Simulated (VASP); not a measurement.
# Be2Al5: relaxation of cell and atoms with BLYP

The system is Be2Al5.

```
Be Al
1.0
     6.41056    0.00000    0.00000
     0.00000    6.41056    0.00000
     0.00000    0.00000    2.68806
Be Al
2 5
Direct
  0.50000 0.00000 0.00000
  0.00000 0.50000 0.00000
  0.79066 0.79066 0.50000
  0.20934 0.20934 0.50000
  0.20934 0.79066 0.50000
  0.79066 0.20934 0.50000
  0.50000 0.50000 0.50000
```

The cell was built by a generator and needn't be a form met in nature.

```json
{"Program": "VASP 6.6.1", "Task": "relaxation of cell and atoms", "Functional": "BLYP", "Potentials or basis": "VASP PAW PBE potentials, release 64 (Be, Al)", "Cutoff": "600 eV", "k mesh": "3 × 3 × 7", "Occupations": "fermi-dirac, width 0.05 eV", "Spin": "no spin polarisation", "Further INCAR settings": "ALGO = Normal; EDIFF = 1e-06; IBRION = 2; EDIFFG = -0.02; NSW = 60; ISIF = 3"}
```

```json
{
  "Relaxed volume": "16.75 Å³/atom",
  "Relaxed cell": "a = 6.629 Å, b = 6.629 Å, c = 2.669 Å, α = 90.00°, β = 90.00°, γ = 90.00°",
  "Space group after relaxing (to 0.05 Å)": "P4/mmm (No. 123)",
  "Energy gained by relaxing": "12.2 meV/atom",
  "Ionic steps": "6",
  "Pressure after relaxing": "0.0 GPa"
}
```

Stress tensor (GPa, compression positive):
```
 0.03  0.00  0.00
 0.00  0.03  0.00
 0.00  0.00 -0.12
```

Step by step:
| step | energy change (eV) | largest force (eV/Å) | pressure (GPa) | volume (Å³) |
| --- | --- | --- | --- | --- |
| 1 | 0.0000 | 0.0202 | 3.46 | 110.47 |
| 2 | -0.0620 | 0.0020 | 0.25 | 116.01 |
| 3 | -0.0623 | 0.0008 | -0.01 | 116.51 |
| 4 | -0.0642 | 0.0039 | -0.02 | 116.59 |
| 5 | -0.0722 | 0.0084 | -0.04 | 116.82 |
| 6 | -0.0851 | 0.0006 | -0.02 | 117.25 |

Final structure:
```cif
data_structure
_symmetry_space_group_name_H-M 'P 1'
_symmetry_Int_Tables_number 1
_cell_length_a 6.6287
_cell_length_b 6.6287
_cell_length_c 2.6685
_cell_angle_alpha 90.000
_cell_angle_beta 90.000
_cell_angle_gamma 90.000
_cell_volume 117.25
loop_
_atom_site_label
_atom_site_type_symbol
_atom_site_fract_x
_atom_site_fract_y
_atom_site_fract_z
_atom_site_occupancy
Be1 Be 0.50000 0.00000 0.00000 1
Be2 Be 0.00000 0.50000 0.00000 1
Al1 Al 0.79084 0.79084 0.50000 1
Al2 Al 0.20916 0.20916 0.50000 1
Al3 Al 0.20916 0.79084 0.50000 1
Al4 Al 0.79084 0.20916 0.50000 1
Al5 Al 0.50000 0.50000 0.50000 1
```

Levels at points of the mesh, in eV from the Fermi level:
```tsv
k point	band 6	band 7	band 8	band 9	band 10	band 11	band 12	band 13
(0.00, 0.00, 0.00)	-3.99	-3.63	-3.63	-2.50	1.81	1.81	3.37	3.69
```

Wall time 88 s on 1 thread of Intel(R) Xeon(R) 6975P-C (Granite Rapids), with other jobs on the host, peak memory 0.24 GiB.

Caveat: the bands computed are all filled at some k points, so no gap is given; the PAW data sets were made with another functional, which shifts forces and pressure a little.
